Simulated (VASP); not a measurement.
Consider the following.

```xyz
2
Lattice="0.0000 2.1886 2.1886 2.1886 0.0000 2.1886 2.1886 2.1886 0.0000" Properties=species:S:1:pos:R:3 pbc="T T T"
Al     0.0000     0.0000     0.0000
N      1.0943     1.0943     1.0943
```

These are AM05 GGA, VASP's PBE PAW potentials (set 64) (plane waves; VASP 6.6.1) values and carry that method's errors. Numerical set-up: 520 eV cut-off, 10×10×10 Γ-centred mesh, Gaussian smearing of 0.050 eV, potentials Al N.

Q: What does the run give for the energy per atom (σ→0), band gap (on the k-mesh) with the smallest direct gap where there is one?

A: 
- band gap (on the k-mesh): 3.19 eV
- smallest direct gap (on the k-mesh): 4.13 eV
- energy per atom (σ→0): -735.1 kJ/mol of atoms

The absolute energy has meaning only against runs of the same code, potentials and settings.

The compound is AlN in the zinc blende structure, a metastable form; wurtzite is the usual one. It was relaxed first.
